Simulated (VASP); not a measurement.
All values below come from PBEsol GGA, VASP's PBE PAW potentials (set 64) (plane waves; VASP).

VASP ran on this input.

### POSCAR
```
AlGa3Sb4
1
   -0.0003660316     6.1257757990     6.1185307697
    6.1257757990    -0.0003660316     6.1185307697
    3.0627048836     3.0627048836     0.0000000000
Ga Sb Al
3 4 1
Direct
  0.9999432654   0.9999432654   0.0001134692
  0.9998843084   0.5001800394   0.9999356522
  0.5001800394   0.9998843084   0.9999356522
  0.1249716424   0.1249716424   0.2500567153
  0.1237205395   0.6253750863   0.2509043740
  0.6253750863   0.1237205395   0.2509043740
  0.6257624134   0.6257624134   0.2484751733
  0.5001627051   0.5001627051   0.9996745898
```

**INCAR**
```
# general
SYSTEM   =  AlGa3Sb4
PREC     =  Accurate
ENCUT    =  400
LREAL    =  .FALSE.   # projection in real space or not
LASPH    =  .TRUE.
ICHARG   =  11   # fixed density

# electronic loop
EDIFF    =  1E-7   # SCF stop (eV)
NELM     =  100   # most electronic steps
ALGO     =  Normal   # blocked Davidson
LMAXMIX  =  4   # l cut-off of mixed one-centre charges

# smearing
ISMEAR   =  0   # Gaussian
SIGMA    =  0.05

# functional
GGA      =  PS

# output
LWAVE    =  .FALSE.
LCHARG   =  .FALSE.
LORBIT   =  11   # lm-projected
```

**KPOINTS**
```
k-points along high-symmetry lines
8
Line-mode
Reciprocal
  0.000000   0.000000   0.000000 ! GAMMA
 -0.500000  -0.500000   0.000000 ! Y

 -0.500000  -0.500000   0.000000 ! Y
 -0.625000  -0.375000   0.000000 ! C_0

 -0.375000   0.375000   0.000000 ! SIGMA_0
  0.000000   0.000000   0.000000 ! GAMMA

  0.000000   0.000000   0.000000 ! GAMMA
  0.500000   0.500000   0.500000 ! Z

  0.500000   0.500000   0.500000 ! Z
  0.125000   0.875000   0.500000 ! A_0

 -0.125000   0.125000   0.500000 ! E_0
  0.000000   0.000000   0.500000 ! T

  0.000000   0.000000   0.500000 ! T
 -0.500000  -0.500000   0.000000 ! Y

  0.000000   0.000000   0.000000 ! GAMMA
 -0.500000   0.000000   0.000000 ! S

 -0.500000   0.000000   0.000000 ! S
  0.000000   0.500000   0.500000 ! R

  0.000000   0.500000   0.500000 ! R
  0.500000   0.500000   0.500000 ! Z

  0.500000   0.500000   0.500000 ! Z
  0.000000   0.000000   0.500000 ! T
```

POTCAR, in this order: Ga_d Sb Al (PBE.64 set). Program: vasp_std. Read from the step before: CHGCAR.

What will the output report for the number of irreducible k-points (NKPTS), number of bands (NBANDS), largest plane-wave count, number of space-group operations, FFT grid (NGX, NGY, NGZ)?

- number of irreducible k-points (NKPTS): 88
- number of bands (NBANDS): 37
- largest plane-wave count: 4196
- number of space-group operations: 4
- FFT grid (NGX, NGY, NGZ): 56 × 56 × 28

The structure was generated: AlGa3Sb4 was put into an ordered model structure (Amm2), which need not be its known phase. It was relaxed first.
